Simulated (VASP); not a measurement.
The system is Ti2RuC3.

```
CELL_PARAMETERS angstrom
1.93435 -5.98985 0.00000
1.93435 5.98985 0.00000
0.00000 0.00000 3.55775
ATOMIC_POSITIONS crystal
Ti 0.65784 0.34216 0.00000
Ti 0.34216 0.65784 0.00000
Ru 0.00000 0.00000 0.50000
C 0.82065 0.17935 0.00000
C 0.50000 0.50000 0.00000
C 0.17935 0.82065 0.00000
```

The cell was built by a generator and needn't be a form met in nature.

| Property | Result |
| --- | --- |
| Program | VASP 6.6.1 |
| Task | relaxation of cell and atoms |
| Functional | PBE |
| Potentials or basis | VASP PAW PBE potentials, release 64 (Ti_sv, Ru_pv, C) |
| Cutoff | 520 eV |
| k mesh | 5 × 5 × 5 |
| Occupations | gaussian, width 0.15 eV |
| Spin | no spin polarisation |

At the start: pressure 1.9 GPa; volume 13.74 Å³/atom.

Q: Where does the relaxation end?

A: Over 13 steps the energy falls by 527.7 meV/atom and the volume is 11.36 Å³/atom (-17.3 %); space group Cmmm (No. 65, to 0.05 Å).

Step by step:
| step | energy change (eV) | largest force (eV/Å) | pressure (GPa) | volume (Å³) |
| --- | --- | --- | --- | --- |
| 1 | 0.0000 | 2.7430 | 1.88 | 82.44 |
| 2 | -1.2056 | 0.5785 | -16.25 | 83.76 |
| 3 | -1.2031 | 0.6119 | -15.80 | 83.74 |
| 4 | -2.4419 | 0.5827 | -10.19 | 74.28 |
| 5 | -2.8199 | 0.4555 | -2.03 | 68.08 |
| 6 | -2.8143 | 0.4451 | 0.53 | 67.50 |
| 7 | -3.0332 | 1.1046 | 4.09 | 66.71 |
| 8 | -3.0350 | 1.2203 | 4.55 | 66.62 |
| 9 | -3.1494 | 0.3694 | -1.37 | 68.59 |
| 10 | -3.1503 | 0.3605 | -1.75 | 68.72 |
| 11 | -3.1622 | 0.1887 | 0.52 | 68.05 |
| 12 | -3.1623 | 0.1949 | 0.62 | 68.07 |
| 13 | -3.1663 | 0.0451 | 0.28 | 68.18 |

Final structure:
```
Ti Ru C
1.0
     2.08673   -5.87889    0.00000
     2.08673    5.87889    0.00000
     0.00000    0.00000    2.77895
Ti Ru C
2 1 3
Direct
  0.66597 0.33403 0.00000
  0.33403 0.66597 0.00000
  0.00000 0.00000 0.50000
  0.85118 0.14882 0.00000
  0.50000 0.50000 0.00000
  0.14882 0.85118 0.00000
```

Caveat: the volume moved by over 15 % at a fixed basis, so the end points are rough.
